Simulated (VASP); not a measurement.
NaSc2O3:

```
CELL_PARAMETERS angstrom
6.03247 0.00000 0.00000
-3.01624 5.22427 0.00000
0.00000 0.00000 3.14775
ATOMIC_POSITIONS crystal
Na 0.00000 0.00000 0.50000
Sc 0.33333 0.66667 0.50000
Sc 0.66667 0.33333 0.50000
O 0.50000 0.50000 0.00000
O 0.00000 0.50000 0.00000
O 0.50000 0.00000 0.00000
```

The cell was built by a generator and needn't be a form met in nature.

| Item | Value |
| --- | --- |
| Program | VASP 6.6.1 |
| Task | relaxation of cell and atoms |
| Functional | PBE |
| Potentials or basis | VASP PAW PBE potentials, release 64 (Na_pv, Sc_sv, O) |
| Cutoff | 600 eV |
| k mesh | 3 × 3 × 6 |
| Occupations | gaussian, width 0.1 eV |
| Spin | no spin polarisation |

At the start: pressure -18.6 GPa; volume 16.53 Å³/atom.

How do energy, volume and symmetry change on relaxing?

Over 8 steps the energy falls by 257.9 meV/atom and the volume is 13.12 Å³/atom (-20.6 %); space group P6/mmm (No. 191, to 0.05 Å).

Step by step:
```tsv
step	energy change (eV)	largest force (eV/Å)	pressure (GPa)	volume (Å³)
1	0.0000	0.0000	-18.65	99.20
2	-1.2979	0.0000	11.01	73.94
3	-1.5269	0.0000	-0.82	79.70
4	-1.5261	0.0000	-0.22	79.34
5	-1.5456	0.0000	0.72	78.39
6	-1.5458	0.0000	0.85	78.27
7	-1.5466	0.0000	-0.53	79.03
8	-1.5472	0.0000	0.00	78.73
```

Final structure:
```
Na Sc O
1.0
     5.63932    0.00000    0.00000
    -2.81966    4.88379    0.00000
     0.00000    0.00000    2.85848
Na Sc O
1 2 3
Direct
  0.00000 0.00000 0.50000
  0.33333 0.66667 0.50000
  0.66667 0.33333 0.50000
  0.50000 0.50000 0.00000
  0.00000 0.50000 0.00000
  0.50000 0.00000 0.00000
```

Caveat: the k mesh is coarse (spacing up to 0.40 Å⁻¹), so the values aren't converged; the volume moved by over 15 % at a fixed basis, so the end points are rough; an odd number of electrons without spin polarisation forces a metal; a magnetic or distorted state may lie lower.
